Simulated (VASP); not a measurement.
OSZICAR of a VASP run on HfN (rock salt):

### OSZICAR
```
       N       E                     dE             d eps       ncg     rms          rms(c)
DAV:   1     0.344148833838E+02    0.34415E+02   -0.82766E+03  1848   0.128E+03
DAV:   2    -0.236326653863E+02   -0.58048E+02   -0.54584E+02  2410   0.248E+02
DAV:   3    -0.256993146070E+02   -0.20666E+01   -0.20532E+01  2397   0.408E+01
DAV:   4    -0.257165455592E+02   -0.17231E-01   -0.17088E-01  2183   0.373E+00
DAV:   5    -0.257168508478E+02   -0.30529E-03   -0.30425E-03  2365   0.361E-01    0.503E+01
DAV:   6    -0.230894595954E+02    0.26274E+01   -0.13880E+01  2162   0.265E+01    0.415E+01
DAV:   7    -0.230109401651E+02    0.78519E-01   -0.65242E-01  2106   0.729E+00    0.256E+01
DAV:   8    -0.229930754922E+02    0.17865E-01   -0.11277E-01  2148   0.319E+00    0.511E+00
DAV:   9    -0.229849693403E+02    0.81062E-02   -0.46214E-02  2178   0.153E+00    0.166E+00
DAV:  10    -0.229844750812E+02    0.49426E-03   -0.25301E-03  2209   0.448E-01    0.145E-01
DAV:  11    -0.229844848261E+02   -0.97449E-05   -0.11427E-04  2312   0.108E-01    0.488E-02
DAV:  12    -0.229844819146E+02    0.29115E-05   -0.11551E-05  2219   0.309E-02    0.260E-02
DAV:  13    -0.229844817368E+02    0.17779E-06   -0.61257E-07  1164   0.842E-03
   1 F= -.22984482E+02 E0= -.22984384E+02  d E =-.229845E+02
       N       E                     dE             d eps       ncg     rms          rms(c)
DAV:   1    -0.231376434465E+02   -0.15316E+00   -0.48945E+00  1854   0.230E+01    0.778E+00
DAV:   2    -0.230021999905E+02    0.13544E+00   -0.21496E-01  1944   0.450E+00    0.358E+00
DAV:   3    -0.229619059661E+02    0.40294E-01   -0.86028E-02  2043   0.294E+00    0.218E+00
DAV:   4    -0.229607184784E+02    0.11875E-02   -0.42804E-03  2302   0.675E-01    0.139E+00
DAV:   5    -0.229605993276E+02    0.11915E-03   -0.45674E-04  2171   0.176E-01    0.158E-01
DAV:   6    -0.229605961016E+02    0.32259E-05   -0.48226E-05  2304   0.679E-02    0.259E-02
DAV:   7    -0.229605947125E+02    0.13892E-05   -0.20759E-06  1876   0.154E-02    0.140E-02
DAV:   8    -0.229605946407E+02    0.71722E-07   -0.20551E-07  1098   0.407E-03
   2 F= -.22960595E+02 E0= -.22960446E+02  d E =0.238871E-01
       N       E                     dE             d eps       ncg     rms          rms(c)
DAV:   1    -0.230695933174E+02   -0.10900E+00   -0.21355E+00  1848   0.151E+01    0.518E+00
DAV:   2    -0.230107785592E+02    0.58815E-01   -0.99715E-02  1926   0.303E+00    0.243E+00
DAV:   3    -0.229931542666E+02    0.17624E-01   -0.38258E-02  2055   0.191E+00    0.151E+00
DAV:   4    -0.229926140334E+02    0.54023E-03   -0.21987E-03  2306   0.476E-01    0.925E-01
DAV:   5    -0.229925389207E+02    0.75113E-04   -0.26523E-04  2184   0.137E-01    0.909E-02
DAV:   6    -0.229925356008E+02    0.33199E-05   -0.20964E-05  2266   0.470E-02    0.218E-02
DAV:   7    -0.229925355878E+02    0.13013E-07   -0.82524E-07  1269   0.975E-03
   3 F= -.22992536E+02 E0= -.22992420E+02  d E =-.805385E-02
```

### Question
Which electronic solver shows in the log?

### Answer
It is blocked Davidson (ALGO = Normal, or the opening steps of other solvers). The INCAR had ALGO = Normal.

### Question
Can the final energy be trusted as converged?

### Answer
The calculation finished and met its thresholds. It stopped with EDIFF = 1E-6, NELM = 100, NSW = 60 and EDIFFG = -0.01 after 3 ionic steps (PBEsol GGA, plane waves, VASP's PBE PAW potentials (set 64)).

The compound is HfN in the rock salt structure. This run relaxes it. Symmetry was kept, so distortions that lower it aren't found. The electron count is odd and the run is not spin-polarised, which forces a metal.
